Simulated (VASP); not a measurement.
A convergence study with VASP on Ru (space group no. 194 when undisturbed): one setting is varied, all else stays as given below, so the limit is that of these other settings. One atom is moved off its site, so that forces are finite.

```
Ru
1.0
    1.35093    -2.33989     0.00000
    1.35093     2.33989     0.00000
    0.00000     0.00000     4.26716
Ru
2
Direct
  0.33333   0.66667   0.26172
  0.66667   0.33333   0.75000
```

The numbers are results of PBE GGA, VASP's PBE PAW potentials (set 64) (plane waves; VASP), not measurements. The tightest run used: 720 eV cut-off, 14×14×8 Γ-centred mesh, Fermi-Dirac smearing of 0.10 eV, potentials Ru_pv.

### Question
The settings run are ENCUT = 105; ENCUT = 120; ENCUT = 135; ENCUT = 150; ENCUT = 165; ENCUT = 180; ENCUT = 210; ENCUT = 240; ENCUT = 270; ENCUT = 330; ENCUT = 360; ENCUT = 405; ENCUT = 450; ENCUT = 525; ENCUT = 600; ENCUT = 720. From which on does the stress (every component) stay within 0.5 GPa of the tightest run?

### Answer
From ENCUT = 450 on: it is off by 0.22 there and by no more than 0.5 in any finer run, while ENCUT = 405 is off by 0.93.
```
setting      E (eV/atom)  pressure (GPa)  largest force (eV/Å)  plane waves  difference judged (GPa)
-----------  -----------  --------------  --------------------  -----------  -----------------------
ENCUT = 105      42.8137        -3186.08                 3.842           71                  3200.93
ENCUT = 120      13.3926        -1968.51                 2.298           97                  1977.58
ENCUT = 135      -0.1274        -1168.56                 2.286          116                  1181.04
ENCUT = 150      -5.0625         -686.24                 1.246          124                   695.09
ENCUT = 165      -7.2804         -396.56                 0.655          138                   405.74
ENCUT = 180      -8.3493         -221.46                 0.514          158                   229.37
ENCUT = 210      -9.0424          -56.57                 0.619          196                    64.03
ENCUT = 240      -9.1971           -4.97                 0.666          240                    12.51
ENCUT = 270      -9.2262            6.17                 0.670          288                     1.28
ENCUT = 330      -9.2188            5.66                 0.665          379                     1.80
ENCUT = 360      -9.2159            5.58                 0.666          446                     1.88
ENCUT = 405      -9.2175            6.53                 0.668          525                     0.93
ENCUT = 450      -9.2183            7.23                 0.669          594                     0.22
ENCUT = 525      -9.2183            7.34                 0.668          752                     0.11
ENCUT = 600      -9.2185            7.31                 0.669          929                     0.14
ENCUT = 720      -9.2186            7.45                 0.669         1200                     0.00
```

VASP warned of too few bands at ENCUT = 105; ENCUT = 135.

Left out are rungs that failed or repeat a setting and relaxations that didn't move; long series are thinned to 24 rows.

The structure is a typed Ru crystal (space group no. 194). The cell was not relaxed at this level, it is distorted from the ideal structure. VASP warned that the highest band is occupied, so more bands are needed.
